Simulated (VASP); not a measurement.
Calculation: PW91 GGA, VASP's PBE PAW potentials (set 64) (plane waves; VASP 6.6.1).

A VASP calculation is set up with these files.

POSCAR:
```
CoSi2
1
    0.0000000000     2.6561263743     2.6561263743
    2.6561263743     0.0000000000     2.6561263743
    2.6561263743     2.6561263743     0.0000000000
Co Si
1 2
Direct
  0.0000000000   0.0000000000   0.0000000000
  0.2500000000   0.2500000000   0.2500000000
  0.7500000000   0.7500000000   0.7500000000
```

INCAR:
```
SYSTEM = CoSi2
PREC = Accurate
ENCUT = 520
EDIFF = 1E-7
NELM = 100
ALGO = Normal
LREAL = .FALSE.
LASPH = .TRUE.
ISMEAR = 1
SIGMA = 0.1
GGA = 91
LMAXMIX = 4
LWAVE = .FALSE.
LCHARG = .FALSE.
ISIF = 2
```

File KPOINTS:
```
K-points
0
Gamma
10 10 10
```

POTCAR, in this order: Co Si (PBE.64 set). Program: vasp_std.

Output

**OUTCAR**
```
 ion  position               nearest neighbor table
   1  0.000  0.000  0.000-   3 2.30   3 2.30   3 2.30   2 2.30   3 2.30   2 2.30   2 2.30   2 2.30
  LATTYP: Found a face centered cubic cell.
 ALAT       =     5.3122527486
 Subroutine PRICEL returns:
 Original cell was already a primitive cell.
 Subroutine GETGRP returns: Found 48 space group operations
The static configuration has the point symmetry O_h .
The dynamic configuration has the point symmetry O_h .
 Subroutine INISYM returns: Found 48 space group operations
 Subroutine IBZKPT returns following result:
 Found     47 irreducible k-points:

 Following reciprocal coordinates:
            Coordinates               Weight
  0.000000  0.000000  0.000000      1.000000
  0.100000  0.000000  0.000000      8.000000
  0.200000  0.000000  0.000000      8.000000
  0.300000  0.000000  0.000000      8.000000
  0.400000  0.000000  0.000000      8.000000
  0.500000  0.000000  0.000000      4.000000
  0.100000  0.100000  0.000000      6.000000
  0.200000  0.100000  0.000000     24.000000
  0.300000  0.100000  0.000000     24.000000
  0.400000  0.100000  0.000000     24.000000
  0.500000  0.100000  0.000000     24.000000
 -0.400000  0.100000  0.000000     24.000000
 -0.300000  0.100000  0.000000     24.000000
 -0.200000  0.100000  0.000000     24.000000
 -0.100000  0.100000  0.000000     12.000000
  0.200000  0.200000  0.000000      6.000000
  0.300000  0.200000  0.000000     24.000000
  0.400000  0.200000  0.000000     24.000000
  0.500000  0.200000  0.000000     24.000000
 -0.400000  0.200000  0.000000     24.000000
 -0.300000  0.200000  0.000000     24.000000
 -0.200000  0.200000  0.000000     12.000000
  0.300000  0.300000  0.000000      6.000000
  0.400000  0.300000  0.000000     24.000000
  0.500000  0.300000  0.000000     24.000000
...
```

**OSZICAR**
```
       N       E                     dE             d eps       ncg     rms          rms(c)
DAV:   1     0.716773731626E+02    0.71677E+02   -0.70975E+03  1128   0.135E+03
DAV:   2    -0.160469828583E+02   -0.87724E+02   -0.81973E+02  1136   0.257E+02
DAV:   3    -0.203992175230E+02   -0.43522E+01   -0.41752E+01  1484   0.659E+01
DAV:   4    -0.205076558035E+02   -0.10844E+00   -0.10807E+00  1388   0.998E+00
DAV:   5    -0.205110766267E+02   -0.34208E-02   -0.34198E-02  1496   0.183E+00    0.143E+01
DAV:   6    -0.235421041620E+02   -0.30310E+01   -0.36542E+01  1396   0.130E+02    0.164E+01
DAV:   7    -0.191983093844E+02    0.43438E+01   -0.15544E+01  1496   0.103E+02    0.356E+00
DAV:   8    -0.192062888125E+02   -0.79794E-02   -0.87609E-01  1328   0.753E+00    0.177E+00
DAV:   9    -0.191757840137E+02    0.30505E-01   -0.10186E-01  1440   0.688E+00    0.420E-01
DAV:  10    -0.191758819164E+02   -0.97903E-04   -0.66642E-03  1556   0.118E+00    0.106E-01
DAV:  11    -0.191757202786E+02    0.16164E-03   -0.72480E-04  1536   0.569E-01    0.372E-02
DAV:  12    -0.191757338107E+02   -0.13532E-04   -0.45513E-05  1280   0.662E-02    0.198E-02
DAV:  13    -0.191757334573E+02    0.35336E-06   -0.35556E-06  1760   0.247E-02    0.530E-03
DAV:  14    -0.191757336010E+02   -0.14374E-06   -0.36736E-07  1268   0.712E-03    0.266E-03
DAV:  15    -0.191757338064E+02   -0.20538E-06   -0.93815E-08   760   0.667E-03    0.788E-04
DAV:  16    -0.191757338417E+02   -0.35265E-07   -0.51917E-08   672   0.172E-03
   1 F= -.19175734E+02 E0= -.19176013E+02  d E =0.838067E-03
```

OUTCAR:
```
------------------------ aborting loop because EDIFF is reached ----------------------------------------
  FORCE on cell =-STRESS in cart. coord.  units (eV):
  Direction    XX          YY          ZZ          XY          YZ          ZX
  --------------------------------------------------------------------------------------
  Total        1.3169612      1.3169612      1.3169612      0.0000000     -0.0000000      0.0000000
  in kB       56.2998654     56.2998654     56.2998654      0.0000000     -0.0000000      0.0000000
  external PRESSURE =      56.2998654 kB  Pullay stress =       0.0000000 kB
  volume of cell :       37.48
      direct lattice vectors                 reciprocal lattice vectors
     0.000000000  2.656126374  2.656126374    -0.188244055  0.188244055  0.188244055
     2.656126374  0.000000000  2.656126374     0.188244055 -0.188244055  0.188244055
     2.656126374  2.656126374  0.000000000     0.188244055  0.188244055 -0.188244055
 POSITION                                       TOTAL-FORCE (eV/Angst)
 -----------------------------------------------------------------------------------
      0.00000      0.00000      0.00000        -0.000000      0.000000     -0.000000
      1.32806      1.32806      1.32806        -0.000000     -0.000000     -0.000000
      3.98419      3.98419      3.98419         0.000000      0.000000      0.000000
 -----------------------------------------------------------------------------------
    total drift:                               -0.000000     -0.000000      0.000000
  FREE ENERGIE OF THE ION-ELECTRON SYSTEM (eV)
  ---------------------------------------------------
  free  energy   TOTEN  =       -19.1757338417 eV

  energy  without entropy=      -19.1765719084  energy(sigma->0) =      -19.17601320
```
(Selected blocks of OUTCAR.)

The compound is CoSi2 in the fluorite structure. This cell is one point of a volume scan, at 0.97 of the reference volume. The run is not spin-polarised, so no magnetic state was tried. The electron count is odd and the run is not spin-polarised, which forces a metal.
